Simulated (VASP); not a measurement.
OSZICAR of a VASP run on Cl (a trial cell in the black-P structure, space group Cmce):

### OSZICAR
```
       N       E                     dE             d eps       ncg     rms          rms(c)
DAV:   1     0.171725864626E+03    0.17173E+03   -0.12355E+04  1728   0.116E+03
DAV:   2     0.133399879594E+02   -0.15839E+03   -0.15596E+03  2528   0.238E+02
DAV:   3     0.553146951921E+01   -0.78085E+01   -0.76218E+01  2092   0.609E+01
DAV:   4     0.539380968505E+01   -0.13766E+00   -0.13746E+00  2266   0.841E+00
DAV:   5     0.539193745676E+01   -0.18722E-02   -0.18715E-02  2066   0.978E-01    0.607E+01
DAV:   6     0.542234925850E+01    0.30412E-01   -0.40216E-02  1996   0.125E+00    0.361E+01
DAV:   7     0.542638375769E+01    0.40345E-02   -0.56494E-02  1988   0.152E+00    0.487E-01
DAV:   8     0.542698926740E+01    0.60551E-03   -0.33866E-03  1916   0.414E-01    0.151E-01
DAV:   9     0.542699643241E+01    0.71650E-05   -0.24090E-04  2186   0.103E-01    0.618E-02
DAV:  10     0.542698706266E+01   -0.93698E-05   -0.16654E-05  2030   0.308E-02    0.263E-02
DAV:  11     0.542698489497E+01   -0.21677E-05   -0.34771E-06  1700   0.145E-02    0.839E-03
DAV:  12     0.542698422811E+01   -0.66685E-06   -0.51294E-07  1102   0.600E-03
   1 F= 0.54269842E+01 E0= 0.54274600E+01  d E =-.951499E-03
```

### Question
Which electronic solver shows in the log?

### Answer
It is blocked Davidson (ALGO = Normal, or the opening steps of other solvers). The INCAR had ALGO = Normal.

### Question
Can the final energy be trusted as converged?

### Answer
The calculation finished and met its thresholds. It stopped with EDIFF = 1E-6, NELM = 100 (PBE GGA, plane waves, VASP's PBE PAW potentials (set 64)).

The structure was generated: Cl was put into the black-P type (Cmce), which need not be its known phase. The cell was not relaxed at this level. The k-mesh is coarse (spacing up to 0.31 per Å, 2π included), so the numbers may not be converged in it.
